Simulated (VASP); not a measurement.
```xyz
2
Lattice="0.0000 1.7679 1.7679 1.7679 0.0000 1.7679 1.7679 1.7679 0.0000" Properties=species:S:1:pos:R:3 pbc="T T T"
C      1.7679     1.7679     1.7679
C      2.6518     2.6518     2.6518
```

All values below come from LDA (Ceperley-Alder, Perdew-Zunger), VASP's LDA PAW potentials (set 64) (plane waves; VASP). Run with 520 eV cut-off, 13×13×13 Γ-centred mesh, Gaussian smearing of 0.010 eV, potentials C.

### Question
Give the electronic dielectric tensor ε∞ (DFPT, local fields included).

### Answer

```
5.77  0.00  0.00
0.00  5.77  0.00
0.00  0.00  5.77
```

### Question
Give the Born effective charges.

### Answer

| atom | Z*xx | Z*yy | Z*zz | mean |
|---|---|---|---|---|
| C1 | 0.00 | 0.00 | 0.00 | 0.00 |
| C2 | 0.00 | 0.00 | 0.00 | 0.00 |

### Question
Which frequencies do the optical Γ-point modes have (no LO-TO splitting)?

### Answer
1321 (×3) cm⁻¹.

The structure comes from a computed database's C entry (Fd-3m); how it stands against other phases isn't given here. It was relaxed first.
